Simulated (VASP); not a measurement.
Level of theory: PBEsol GGA, VASP's PBE PAW potentials (set 64) (plane waves; VASP).

VASP input:

**POSCAR**
```
WSe2
1
    1.6374719902    -2.8361843601    -0.0000000000
    1.6374719902     2.8361843601    -0.0000000000
    0.0000000000    -0.0000000000    13.1983566127
W Se
2 4
Direct
  0.3333330000   0.6666670000   0.2500000000
  0.6666670000   0.3333330000   0.7500000000
  0.3333330000   0.6666670000   0.8769883313
  0.6666670000   0.3333330000   0.3769883313
  0.6666670000   0.3333330000   0.1230116687
  0.3333330000   0.6666670000   0.6230116687
```

**INCAR**
```
SYSTEM = WSe2
PREC = Accurate
ENCUT = 400
EDIFF = 1E-7
NELM = 100
ALGO = Normal
LREAL = .FALSE.
LASPH = .TRUE.
ISMEAR = -5
GGA = PS
LMAXMIX = 6
LWAVE = .FALSE.
LCHARG = .TRUE.
LORBIT = 11
NEDOS = 601
ISIF = 2
LEFG = .TRUE.
```

### KPOINTS
```
Automatic mesh
0
Gamma
9 9 2
0 0 0
```

POTCAR, in this order: W_sv Se (PBE.64 set). Program: vasp_std.

**Question.** What will the output report for the number of irreducible k-points (NKPTS), number of bands (NBANDS), largest plane-wave count, number of space-group operations, FFT grid (NGX, NGY, NGZ)?

**Answer.** 
* **number of irreducible k-points (NKPTS)**: 24
* **number of bands (NBANDS)**: 31
* **largest plane-wave count**: 2253
* **number of space-group operations**: 24
* **FFT grid (NGX, NGY, NGZ)**: 24 × 24 × 90

The compound is WSe2 in the 2H layered structure. It was relaxed first.
